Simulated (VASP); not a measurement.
Computed with PBE GGA, VASP's PBE PAW potentials (set 64) (plane waves; VASP).

Input for VASP

**KPOINTS**
```
Regular mesh
0
gamma
  9 9 9
```

File POSCAR:
```
AlN
1.0
  0.0000000000   2.2338000000   2.2338000000
  2.2338000000   0.0000000000   2.2338000000
  2.2338000000   2.2338000000   0.0000000000
Al N
1 1
Cartesian
  0.0000000000   0.0000000000   0.0000000000
  1.1169000000   1.1169000000   1.1169000000
```

INCAR:
```
! general
SYSTEM=AlN
PREC  =Accurate
ENCUT =520   ! plane-wave cut-off (eV)
LREAL =.False.   ! projection in real space or not
LASPH =.True.

! electronic loop
EDIFF =1E-4   ! SCF stop (eV)
NELM  =100
ALGO  =Normal

! smearing
ISMEAR=0   ! Gaussian
SIGMA =0.05

! functional
GGA   =PE

! ions
ISIF  =2

! output
LWAVE =.False.
LCHARG=.False.
```

POTCAR, in this order: Al N (PBE.64 set). Program: vasp_std.

**Question.** Predict the energy per atom (σ→0), pressure.

**Answer.** 
```
Property                        Value
---------------------  --------------
energy per atom (σ→0)  -7.411 eV/atom
pressure                    -8.03 GPa
```

**OSZICAR**
```
...
DAV:   5    -0.170832291991E+02   -0.26159E-05   -0.26159E-05   704   0.468E-02    0.832E+00
DAV:   6    -0.148352767807E+02    0.22480E+01   -0.13828E+01   600   0.234E+01    0.287E+00
DAV:   7    -0.148289484378E+02    0.63283E-02   -0.93613E-02   568   0.332E+00    0.192E+00
DAV:   8    -0.148228789723E+02    0.60695E-02   -0.21079E-02   616   0.200E+00    0.429E-01
DAV:   9    -0.148224608691E+02    0.41810E-03   -0.10809E-03   784   0.263E-01    0.210E-01
DAV:  10    -0.148225756467E+02   -0.11478E-03   -0.33976E-04   568   0.154E-01    0.377E-02
DAV:  11    -0.148225729698E+02    0.26769E-05   -0.82364E-06   304   0.229E-02
   1 F= -.14822573E+02 E0= -.14822573E+02  d E =-.769926E-12
```

The compound is AlN in the zinc blende structure, a metastable form; wurtzite is the usual one. The cell was not relaxed at this level. The run is one of a series of settings (EDIFF = 1E-4 against the base run), some of them coarse on purpose.
